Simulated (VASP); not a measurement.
Crystal: HPtBr3.

```
H Pt Br
1.0
     4.83115    0.00000    0.00000
     0.00000    4.83115    0.00000
     0.00000    0.00000    4.83115
H Pt Br
1 1 3
Direct
  0.00000 0.00000 0.00000
  0.50000 0.50000 0.50000
  0.50000 0.00000 0.00000
  0.00000 0.50000 0.00000
  0.00000 0.00000 0.50000
```

The cell was built by a generator and needn't be a form met in nature.

The cell isn't the ideal one: species swapped into the EuHfO3 type (Pm-3m, No. 221).

| Quantity | Value |
| --- | --- |
| Program | VASP 6.6.1 |
| Task | relaxation of cell and atoms |
| Functional | PBE |
| Potentials or basis | VASP PAW PBE potentials, release 64 (H, Pt, Br) |
| Cutoff | 600 eV |
| k mesh | 4 × 4 × 4 |
| Occupations | gaussian, width 0.1 eV |
| Spin | no spin polarisation |

At the start: pressure -4.4 GPa; volume 22.55 Å³/atom.

Q: Where does the relaxation end?

A: Over 3 steps the energy falls by 54.4 meV/atom and the volume is 19.39 Å³/atom (-14.0 %); space group Pm-3m (No. 221, to 0.05 Å).

The path:
| step | energy change (eV) | largest force (eV/Å) | pressure (GPa) | volume (Å³) |
| --- | --- | --- | --- | --- |
| 1 | 0.0000 | 0.0000 | -4.44 | 112.76 |
| 2 | -0.2204 | 0.0000 | -2.44 | 102.87 |
| 3 | -0.2718 | 0.0000 | -0.18 | 96.95 |

Final structure:
```xyz
5
Lattice="4.5940 0.0000 0.0000 0.0000 4.5940 0.0000 0.0000 0.0000 4.5940" Properties=species:S:1:pos:R:3 pbc="T T T"
H     0.0000    0.0000    0.0000
Pt    2.2970    2.2970    2.2970
Br    2.2970    0.0000    0.0000
Br    0.0000    2.2970    0.0000
Br    0.0000    0.0000    2.2970
```
